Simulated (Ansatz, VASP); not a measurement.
One calculation of ScB2, two programs

```
Sc B
1.0
     3.13946    0.00000    0.00000
    -1.56973    2.71886    0.00000
     0.00000    0.00000    3.50823
Sc B
1 2
Direct
  0.00000 0.00000 0.00000
  0.33333 0.66667 0.50000
  0.66667 0.33333 0.50000
```

Change from the starting cell: volume scaled by 0.99.

Alike in both runs: task single point; functional PBEsol; k mesh 12 × 12 × 9; occupations fermi-dirac, width 0.03 eV; no spin polarisation.

|  | VASP | Ansatz |
| --- | --- | --- |
| version | VASP 6.6.1 | Ansatz 0.2.0 |
| potentials or method | VASP PAW PBE potentials, release 64 (Sc_sv, B), cutoff 520 eV | all-electron LAPW, scalar-relativistic |

Ansatz gave:

```
pressure (GPa)                                  : -3.0
largest component of the traceless stress (GPa) : 0.15
```

Q: What did VASP give for the same quantities?

A: Pressure (GPa): -2.5; largest component of the traceless stress (GPa): 0.12.

Ansatz ran all-electron here, so the differences hold the error of VASP's frozen core and of both bases.

Caveats: the PAW data sets were made with another functional, which shifts forces and pressure a little (VASP).
